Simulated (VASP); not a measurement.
# YBRh3: structure and properties in VASP, part 3 of 5

What structure does YBRh3 take at this level, and what are its properties? The start is a cell from a database of measured crystal structures.

VASP 6.6.1; rev-vdW-DF2; plane waves and PAW (Y_sv, B, Rh_pv).

Still holding for the runs below: This run has no spin polarisation. Its electron count is odd, so without a moment it is a metal by construction.

So far. Step 3 (Density, ELF and potential (rev-vdW-DF2)): In this run the pressure is 0.01 GPa, small enough to go on. Step 4 (Band structure (rev-vdW-DF2)): There is no gap at this level.

**5. Density of states (rev-vdW-DF2)**

Here the states are counted by energy and projected on the atoms. The mesh is finer than in the run before.

File INCAR:

```
SYSTEM = YBRh3
PREC = Accurate
ENCUT = 420
EDIFF = 1E-06
NELM = 100
ISMEAR = -5
SIGMA = 0.2
LREAL = .FALSE.
ALGO = Normal
GGA = MK
AGGAC = 0
LUSE_VDW = .TRUE.
PARAM1 = 0.1234
PARAM2 = 0.711357
ZAB_VDW = -1.8867
LASPH = .TRUE.
NBANDS = 45
LORBIT = 11
LWAVE = .FALSE.
LCHARG = .FALSE.
KPAR = 4
NEDOS = 2001
```

File POSCAR:

```
YBRh3
1.0
    4.1735069167      0.0000000000      0.0000000000
    0.0000000000      4.1735069167      0.0000000000
    0.0000000000      0.0000000000      4.1735069167
Y B Rh
1 1 3
Direct
    0.0000000000      0.0000000000      0.0000000000
    0.5000000000      0.5000000000      0.5000000000
    0.0000000000      0.5000000000      0.5000000000
    0.5000000000      0.0000000000      0.5000000000
    0.5000000000      0.5000000000      0.0000000000
```

File KPOINTS:

```
Automatic mesh
0
Gamma
7 7 7
0 0 0
```

PAW data sets: Y_sv, B and Rh_pv (PBE family, release 64).

The run is started by

```console
mpirun -np 4 vasp_std
```

Log:

```text
[... set-up lines as in an earlier step ...]
 entering main loop
       N       E                     dE             d eps       ncg     rms          rms(c)
DAV:   1     0.595766615176E+03    0.59577E+03   -0.30005E+04  1824   0.122E+03
DAV:   2    -0.700621622971E+01   -0.60277E+03   -0.57829E+03  1930   0.410E+02
DAV:   3    -0.299017576913E+02   -0.22896E+02   -0.22441E+02  2129   0.828E+01
DAV:   4    -0.305791165645E+02   -0.67736E+00   -0.67528E+00  2484   0.109E+01
DAV:   5    -0.305864312378E+02   -0.73147E-02   -0.73165E-02  2070   0.110E+00    0.434E+01
DAV:   6    -0.280619997578E+02    0.25244E+01   -0.79470E+00  2035   0.185E+01    0.183E+01
DAV:   7    -0.278598419964E+02    0.20216E+00   -0.23140E+00  2057   0.952E+00    0.176E+01
DAV:   8    -0.277003387557E+02    0.15950E+00   -0.70325E-01  2192   0.458E+00    0.428E+00
DAV:   9    -0.277019055993E+02   -0.15668E-02   -0.13219E-02  2137   0.595E-01    0.588E-01
DAV:  10    -0.276996367503E+02    0.22688E-02   -0.38708E-03  1971   0.316E-01    0.151E-01
DAV:  11    -0.276996391923E+02   -0.24420E-05   -0.68481E-04  2058   0.108E-01    0.101E-01
DAV:  12    -0.276996542700E+02   -0.15078E-04   -0.42717E-05  2073   0.393E-02    0.179E-02
DAV:  13    -0.276996538829E+02    0.38708E-06   -0.22274E-06  1977   0.654E-03
   1 F= -.27699654E+02 E0= -.27699654E+02  d E =0.000000E+00
 -----------------------------------------------------------------------------
|                                                                             |
|           W    W    AA    RRRRR   N    N  II  N    N   GGGG   !!!           |
|           W    W   A  A   R    R  NN   N  II  NN   N  G    G  !!!           |
|           W    W  A    A  R    R  N N  N  II  N N  N  G       !!!           |
|           W WW W  AAAAAA  RRRRR   N  N N  II  N  N N  G  GGG   !            |
|           WW  WW  A    A  R   R   N   NN  II  N   NN  G    G                |
|           W    W  A    A  R    R  N    N  II  N    N   GGGG   !!!           |
|                                                                             |
|     Tetrahedron method does not include variations of the Fermi             |
|     occupations, so forces and stress will be inaccurate. We suggest        |
|     using a different smearing scheme ISMEAR = 1 or 2 for metals in         |
|     relaxations.                                                            |
|                                                                             |
 -----------------------------------------------------------------------------
```

It took 21 s on 4 MPI ranks of Intel Xeon 6975P-C (Granite Rapids), shared host; peak memory 1.4 GiB.

Parts of OUTCAR (step 5):

```text
   k-points           NKPTS =     20   k-points in BZ     NKDIM =     20   number of bands    NBANDS=     45

   NELECT =      59.0000    total number of electrons

 E-fermi :   8.2992

 k-point     1 :       0.0000    0.0000    0.0000
  band No.  band energies     occupation
    ...
     24       7.0650      2.00000
     25       7.0650      2.00000
     26       7.6905      2.00000
     27       7.6905      2.00000
     28       7.6905      2.00000
     29       8.6107     -0.13167
     30       8.6139      0.00000
     31       8.6139      0.00000
     32       8.6139      0.00000
     33      12.0871      0.00000
    ...

Total vdW correction in eV:      7.7756828

  Total       -0.0004803     -0.0004803     -0.0004803     -0.0000000      0.0000000      0.0000000
  in kB       -0.0105847     -0.0105847     -0.0105847     -0.0000000      0.0000000      0.0000000
  external PRESSURE =      -0.0105847 kB  Pullay stress =       0.0000000 kB

  FREE ENERGIE OF THE ION-ELECTRON SYSTEM (eV)
  ---------------------------------------------------
  free  energy   TOTEN  =       -27.6996538829 eV

  energy  without entropy=      -27.6996538829  energy(sigma->0) =      -27.69965388

Total vdW correction in eV:      7.7757195

[... 7 parts as in an earlier step ...]

[... 10 further parts left out ...]
```

With tetrahedra the forces and stress of a metal are not exact derivatives of the energy.

Numbers from this step:

- irreducible k-points: 20
- Fermi energy: 8.299 eV
- pressure: -0.001058 GPa
- DOS at the Fermi level: 4.296 states/eV/cell

The density of states has structure finer than the step of the table below, so its rows give means over 0.5 eV, whole bins alone (the curve runs from -12.0 to 4.08 eV). Peaks (eV: height): total -4.18: 9.01, -2.32: 12.5, -1.25: 14.1, 1.62: 9.98; Rh d -4.18: 5.93, -2.32: 9.09, -1.85: 5.70, -1.25: 12.1; Y d -2.85: 0.485, -2.25: 0.522, 1.62: 0.470, 3.22: 2.01; Rh p -2.32: 0.287, -0.78: 0.336, 1.62: 0.663, 2.95: 0.318; B p -5.52: 0.422, -4.32: 0.428, -4.18: 0.506, 1.62: 0.599.

States under -12.0 eV and over 4.1 eV are left out. Density of states against energy, zero at the Fermi level; means over each step; 7 of 9 lines; values in states/eV/cell:

| energy (eV) | total | Rh d | Y d | Rh p | B p | Rh s | Y p |
| --- | --- | --- | --- | --- | --- | --- | --- |
| -10.5 | 0 | 0 | 0 | 0 | 0 | 0 | 0 |
| -10.0 | 0.0586 | 0.0145 | 0 | 4.3e-4 | 2.0e-4 | 0.0112 | 6.6e-5 |
| -9.5 | 0.436 | 0.108 | 7.5e-5 | 0.00841 | 0.00311 | 0.0763 | 0.00130 |
| -9.0 | 0.959 | 0.237 | 7.2e-4 | 0.0358 | 0.00989 | 0.144 | 0.00446 |
| -8.5 | 1.13 | 0.273 | 0.00225 | 0.0601 | 0.0183 | 0.150 | 0.00508 |
| -8.0 | 0.912 | 0.210 | 0.00379 | 0.0643 | 0.0215 | 0.105 | 0.00289 |
| -7.5 | 0.381 | 0.0921 | 0.00250 | 0.0284 | 0.0169 | 0.0409 | 8.5e-4 |
| -7.0 | 0.115 | 0.0316 | 0.00110 | 0.00798 | 0.00844 | 0.0120 | 1.9e-4 |
| -6.5 | 0.0198 | 0.00947 | 4.2e-4 | 9.6e-5 | 0.00331 | 0.00239 | 1.6e-5 |
| -6.0 | 0.826 | 0.390 | 0.0132 | 0.0104 | 0.142 | 0.0944 | 0.00346 |
| -5.5 | 2.04 | 0.923 | 0.0201 | 0.0553 | 0.360 | 0.217 | 0.0147 |
| -5.0 | 2.48 | 1.04 | 0.0254 | 0.115 | 0.354 | 0.233 | 0.0162 |
| -4.5 | 3.88 | 2.05 | 0.0440 | 0.197 | 0.375 | 0.179 | 0.0230 |
| -4.0 | 4.44 | 2.74 | 0.159 | 0.125 | 0.220 | 0.140 | 0.0362 |
| -3.5 | 5.25 | 3.20 | 0.210 | 0.107 | 0.0878 | 0.202 | 0.0951 |
| -3.0 | 6.60 | 4.52 | 0.346 | 0.116 | 0.115 | 0.156 | 0.138 |
| -2.5 | 9.08 | 6.58 | 0.287 | 0.214 | 0.205 | 0.152 | 0.339 |
| -2.0 | 7.01 | 5.29 | 0.294 | 0.151 | 0.0979 | 0.0892 | 0.195 |
| -1.5 | 7.32 | 5.88 | 0.241 | 0.131 | 0.0509 | 0.102 | 0.138 |
| -1.0 | 7.54 | 5.87 | 0.257 | 0.230 | 0.107 | 0.0778 | 0.110 |
| -0.5 | 3.68 | 2.66 | 0.141 | 0.172 | 0.0649 | 0.0454 | 0.0585 |
| 0.0 | 3.44 | 3.01 | 0.0441 | 0.0643 | 0.00820 | 0.0175 | 0.0447 |
| 0.5 | 0.292 | 0.174 | 0.00592 | 0.0240 | 0.00388 | 0.00671 | 0.0262 |
| 1.0 | 0.268 | 0.158 | 0.00527 | 0.0247 | 0.0254 | 0.00662 | 0.0115 |
| 1.5 | 3.76 | 2.06 | 0.187 | 0.259 | 0.252 | 0.297 | 0.218 |
| 2.0 | 2.73 | 1.29 | 0.339 | 0.227 | 0.198 | 0.156 | 0.123 |
| 2.5 | 2.73 | 1.08 | 0.648 | 0.191 | 0.137 | 0.146 | 0.0954 |
| 3.0 | 3.87 | 0.975 | 1.65 | 0.272 | 0.0931 | 0.0727 | 0.102 |
| 3.5 | 3.11 | 0.582 | 1.48 | 0.201 | 0.209 | 0.0392 | 0.0341 |

The finer mesh and the other smearing move the Fermi level by +0.04 eV from the 5×5×5 run, a small shift, which tests the Fermi level alone. Of the states within 0.3 eV of the Fermi level, the largest shares in the PAW spheres are Rh d 87 %. The rest lies in smaller channels or between the spheres.

**6. Optical spectrum (rev-vdW-DF2)**

LOPTICS sums transitions from filled to empty bands. NBANDS is raised for it.

INCAR, as its differences from that of step 5:

```diff
@@ -5,3 +5,3 @@
 NELM = 100
-ISMEAR = -5
+ISMEAR = 1
 SIGMA = 0.2
@@ -16,3 +16,3 @@
 LASPH = .TRUE.
-NBANDS = 45
+NBANDS = 69
 LORBIT = 11
@@ -21,2 +21,4 @@
 KPAR = 4
-NEDOS = 2001
+LOPTICS = .TRUE.
+NEDOS = 1500
+CSHIFT = 0.1
```

POSCAR is that of step 5.

KPOINTS is that of step 5.

The run is started by

```console
mpirun -np 4 vasp_std
```

Log:

```text
[... set-up lines as in an earlier step ...]
 entering main loop
       N       E                     dE             d eps       ncg     rms          rms(c)
DAV:   1     0.638750107874E+03    0.63875E+03   -0.26307E+04  2760   0.798E+02
DAV:   2    -0.193013775207E+00   -0.63894E+03   -0.59598E+03  2887   0.299E+02
DAV:   3    -0.301550274470E+02   -0.29962E+02   -0.29350E+02  3310   0.698E+01
DAV:   4    -0.305753134481E+02   -0.42029E+00   -0.41846E+00  3376   0.729E+00
DAV:   5    -0.305802908653E+02   -0.49774E-02   -0.49763E-02  3118   0.768E-01    0.434E+01
DAV:   6    -0.280803978118E+02    0.24999E+01   -0.38840E+00  3181   0.121E+01    0.183E+01
DAV:   7    -0.278493465512E+02    0.23105E+00   -0.13413E+00  3391   0.598E+00    0.181E+01
DAV:   8    -0.276932032371E+02    0.15614E+00   -0.39407E-01  3356   0.290E+00    0.364E+00
DAV:   9    -0.276942758618E+02   -0.10726E-02   -0.83716E-03  3121   0.404E-01    0.659E-01
DAV:  10    -0.276927686101E+02    0.15073E-02   -0.24986E-03  2929   0.223E-01    0.109E-01
DAV:  11    -0.276927907604E+02   -0.22150E-04   -0.71352E-04  3236   0.935E-02    0.452E-02
DAV:  12    -0.276927574065E+02    0.33354E-04   -0.37238E-05  3157   0.323E-02    0.125E-02
DAV:  13    -0.276927578840E+02   -0.47752E-06   -0.16832E-06  3052   0.535E-03
   1 F= -.27692758E+02 E0= -.27687898E+02  d E =-.145801E-01
 optical routines
 imaginary and real dielectric function
 recalculating local potential from charge density
 direction            1
 direction            2
 direction            3
```

Run time: 26 s. Hardware: 4 MPI ranks; peak memory 1.7 GiB.

From OUTCAR (step 6):

```text
   k-points           NKPTS =     20   k-points in BZ     NKDIM =     20   number of bands    NBANDS=     69

   NELECT =      59.0000    total number of electrons

 E-fermi :   8.3400

 k-point     1 :       0.0000    0.0000    0.0000
  band No.  band energies     occupation
    ...
     24       7.0777      2.00000
     25       7.0777      2.00000
     26       7.6987      2.00006
     27       7.6987      2.00006
     28       7.6987      2.00006
     29       8.6139     -0.06567
     30       8.6271     -0.06084
     31       8.6271     -0.06084
     32       8.6271     -0.06084
     33      12.0866     -0.00000
    ...

  Total        0.0486278      0.0486278      0.0486278     -0.0000000      0.0000000     -0.0000000
  in kB        1.0717447      1.0717447      1.0717447     -0.0000000      0.0000000     -0.0000000
  external PRESSURE =       1.0717447 kB  Pullay stress =       0.0000000 kB

  FREE ENERGIE OF THE ION-ELECTRON SYSTEM (eV)
  ---------------------------------------------------
  free  energy   TOTEN  =       -27.6927578840 eV

  energy  without entropy=      -27.6781778318  energy(sigma->0) =      -27.68789787

Total vdW correction in eV:      7.7773029

Total vdW correction in eV:      7.7773029

 plasma frequency squared (from intraband transitions) (eV^2)
  --------------------------------------------------------------------------------------
      16.899       0.000      -0.000
       0.000      16.899       0.000
       0.000      -0.000      16.899

[... 8 parts as in an earlier step ...]

[... 9 further parts left out ...]
```

These are independent-particle spectra without excitons or local fields, and fine structure depends on the mesh and on CSHIFT. The intraband (Drude) part is not in this spectrum.

Numbers from this step:

```yaml
bands: 69
free_energy_toten: -27.69 eV
energy_at_zero_smearing: -27.69 eV
fermi_energy: 8.34 eV
pressure: 0.1072 GPa
```

The imaginary dielectric function, xx has structure finer than the step of the table below, so its rows give means over 0.5 eV, whole bins alone (the curve runs from 0 to 24.9 eV). Peaks (eV: height): 0.18: 42.5, 2.36: 30.9.

Imaginary dielectric function, xx against photon energy; means over each step:

| photon energy (eV) | imaginary dielectric function, xx |
| --- | --- |
| 0.5 | 20.5 |
| 1.0 | 16.1 |
| 1.5 | 20.2 |
| 2.0 | 25.2 |
| 2.5 | 25.4 |
| 3.0 | 13.5 |
| 3.5 | 11.6 |
| 4.0 | 11.1 |
| 4.5 | 11.0 |
| 5.0 | 10.1 |
| 5.5 | 9.55 |
| 6.0 | 6.51 |
| 6.5 | 5.84 |
| 7.0 | 4.16 |
| 7.5 | 6.01 |
| 8.0 | 5.54 |
| 8.5 | 4.34 |
| 9.0 | 3.69 |
| 9.5 | 2.94 |
| 10.0 | 2.84 |
| 10.5 | 2.87 |
| 11.0 | 2.82 |
| 11.5 | 2.30 |
| 12.0 | 2.32 |
| 12.5 | 2.11 |
| 13.0 | 1.62 |
| 13.5 | 1.35 |
| 14.0 | 1.40 |
| 14.5 | 1.61 |
| 15.0 | 1.44 |
| 15.5 | 1.90 |
| 16.0 | 2.28 |
| 16.5 | 2.29 |
| 17.0 | 1.95 |
| 17.5 | 1.84 |
| 18.0 | 1.65 |
| 18.5 | 1.63 |
| 19.0 | 1.55 |
| 19.5 | 1.51 |
| 20.0 | 1.20 |
| 20.5 | 1.22 |
| 21.0 | 1.09 |
| 21.5 | 0.982 |
| 22.0 | 0.958 |
| 22.5 | 0.765 |
| 23.0 | 0.821 |
| 23.5 | 0.939 |
| 24.0 | 1.17 |
| 24.5 | 1.76 |

The real dielectric function, xx by photon energy:

| photon energy (eV) | real dielectric function, xx |
| --- | --- |
| 0.0 | 88.7 |
| 0.5 | 19.0 |
| 1.0 | 27.2 |
| 1.5 | 20.6 |
| 2.0 | 17.0 |
| 2.5 | -1.72 |
| 3.0 | -1.75 |
| 3.5 | 1.11 |
| 4.0 | 3.20 |
| 4.5 | 0.712 |
| 5.0 | 0.331 |
| 5.5 | -2.24 |
| 6.0 | -2.11 |
| 6.5 | -2.02 |
| 7.0 | -0.271 |
| 7.5 | 0.858 |
| 8.0 | -1.92 |
| 8.5 | -1.29 |
| 9.0 | -1.55 |
| 9.5 | -1.09 |
| 10.0 | -0.627 |
| 10.5 | -0.270 |
| 11.0 | -0.637 |
| 11.5 | -0.432 |
| 12.0 | -0.590 |
| 12.5 | -0.464 |
| 13.0 | -0.448 |
| 13.5 | -0.113 |
| 14.0 | 0.571 |
| 14.5 | 0.236 |
| 15.0 | 0.671 |
| 15.5 | 1.06 |
| 16.0 | 0.817 |
| 16.5 | 0.248 |
| 17.0 | 0.0775 |
| 17.5 | 0.0741 |
| 18.0 | 0.0684 |
| 18.5 | 0.0149 |
| 19.0 | 0.0784 |
| 19.5 | -0.0982 |
| 20.0 | -0.0455 |
| 20.5 | 0.149 |
| 21.0 | 0.153 |
| 21.5 | 0.118 |
| 22.0 | 0.207 |
| 22.5 | 0.400 |
| 23.0 | 0.685 |
| 23.5 | 0.766 |
| 24.0 | 1.15 |
| 24.5 | 1.16 |

**7. Volume scan with rev-vdW-DF2**

An equation of state needs energies on both sides of the minimum, all on one mesh and cutoff.

INCAR, as its differences from that of step 6:

```diff
@@ -16,3 +16,3 @@
 LASPH = .TRUE.
-NBANDS = 69
+NBANDS = 36
 LORBIT = 11
@@ -21,4 +21,2 @@
 KPAR = 4
-LOPTICS = .TRUE.
-NEDOS = 1500
-CSHIFT = 0.1
+ISIF = 2
```

POSCAR, as its differences from that of step 6:

```diff
@@ -2,5 +2,5 @@
 1.0
-    4.1735069167      0.0000000000      0.0000000000
-    0.0000000000      4.1735069167      0.0000000000
-    0.0000000000      0.0000000000      4.1735069167
+    4.0883094002      0.0000000000      0.0000000000
+    0.0000000000      4.0883094002      0.0000000000
+    0.0000000000      0.0000000000      4.0883094002
 Y B Rh
```

File KPOINTS:

```
Automatic mesh
0
Gamma
5 5 5
0 0 0
```

The run is started by

```console
mpirun -np 4 vasp_std
```

Log:

```text
[... set-up lines as in an earlier step ...]
 entering main loop
       N       E                     dE             d eps       ncg     rms          rms(c)
DAV:   1     0.607623076267E+03    0.60762E+03   -0.31437E+04   720   0.154E+03
DAV:   2    -0.504529064690E+01   -0.61267E+03   -0.59763E+03   760   0.491E+02
DAV:   3    -0.296283471369E+02   -0.24583E+02   -0.24061E+02   896   0.958E+01
DAV:   4    -0.304512202643E+02   -0.82287E+00   -0.82053E+00  1000   0.134E+01
DAV:   5    -0.304622019578E+02   -0.10982E-01   -0.10980E-01   876   0.146E+00    0.487E+01
DAV:   6    -0.277891479869E+02    0.26731E+01   -0.14553E+01   796   0.233E+01    0.213E+01
DAV:   7    -0.276052180595E+02    0.18393E+00   -0.30511E+00   828   0.104E+01    0.168E+01
DAV:   8    -0.275134759438E+02    0.91742E-01   -0.72999E-01   880   0.510E+00    0.330E+00
DAV:   9    -0.275118383929E+02    0.16376E-02   -0.28443E-02   844   0.843E-01    0.643E-01
DAV:  10    -0.275104397683E+02    0.13986E-02   -0.58746E-03   844   0.424E-01    0.212E-01
DAV:  11    -0.275104300595E+02    0.97088E-05   -0.83838E-04  1000   0.136E-01    0.143E-01
DAV:  12    -0.275104212535E+02    0.88060E-05   -0.73033E-05   760   0.482E-02    0.236E-02
DAV:  13    -0.275104218109E+02   -0.55738E-06   -0.25647E-06   740   0.857E-03
   1 F= -.27510422E+02 E0= -.27509478E+02  d E =-.283241E-02
```

Run time: 19 s. Hardware: 4 MPI ranks; peak memory 1.3 GiB; 68 s of CPU time.

Parts of OUTCAR (step 7):

```text
   ENCUT  =  420.0 eV  30.87 Ry    5.56 a.u.   6.83  6.83  6.83*2*pi/ulx,y,z

   NELECT =      59.0000    total number of electrons

 E-fermi :   9.0714

 k-point     1 :       0.0000    0.0000    0.0000
  band No.  band energies     occupation
    ...
     24       7.7622      2.00000
     25       7.7622      2.00000
     26       8.4305      2.00006
     27       8.4305      2.00006
     28       8.4305      2.00006
     29       9.4342     -0.02779
     30       9.4620     -0.01853
     31       9.4620     -0.01853
     32       9.4620     -0.01853
     33      13.1300      0.00000
    ...

Total vdW correction in eV:      7.5699816

  Total        5.9073563      5.9073563      5.9073563     -0.0000000      0.0000000     -0.0000000
  in kB      138.5072420    138.5072420    138.5072420     -0.0000000      0.0000000     -0.0000000
  external PRESSURE =     138.5072420 kB  Pullay stress =       0.0000000 kB

 POSITION                                       TOTAL-FORCE (eV/Angst)
 -----------------------------------------------------------------------------------
      0.00000      0.00000      0.00000         0.000000      0.000000      0.000000
      2.04415      2.04415      2.04415         0.000000      0.000000      0.000000
      0.00000      2.04415      2.04415         0.000000      0.000000      0.000000
      2.04415      0.00000      2.04415         0.000000      0.000000      0.000000
      2.04415      2.04415      0.00000         0.000000      0.000000      0.000000
 -----------------------------------------------------------------------------------
    total drift:                                0.000000      0.000000      0.000000

  FREE ENERGIE OF THE ION-ELECTRON SYSTEM (eV)
  ---------------------------------------------------
  free  energy   TOTEN  =       -27.5104218109 eV

  energy  without entropy=      -27.5075893973  energy(sigma->0) =      -27.50947767

Total vdW correction in eV:      7.5698907

[... 4 parts as in an earlier step ...]

[... 12 further parts left out ...]
```

The scan keeps the cell's shape and the fractional positions fixed.

Numbers from this step:

```yaml
bands: 36
irreducible_k_points: 10
free_energy_toten: -27.51 eV
energy_at_zero_smearing: -27.51 eV
fermi_energy: 9.071 eV
pressure: 13.85 GPa
```

The pressure here is 13.85 GPa.

[end of part 3 of 5]

[Lines on the potential files, build, host, timing and source positions are cut from VASP's logs without a mark.]

[Logs are printed without paths, hosts, clocks, repeated set-up lines and the standing remarks that a program may print on its own settings, such as how far it seeks lower states.]

[Hosts, paths, dates, database ids (printed as entryN), source tags and the programs' standing remarks are cut or masked in the printed files.]

[A measured line is paired with the nearest computed mode of its activity, which favours agreement.]
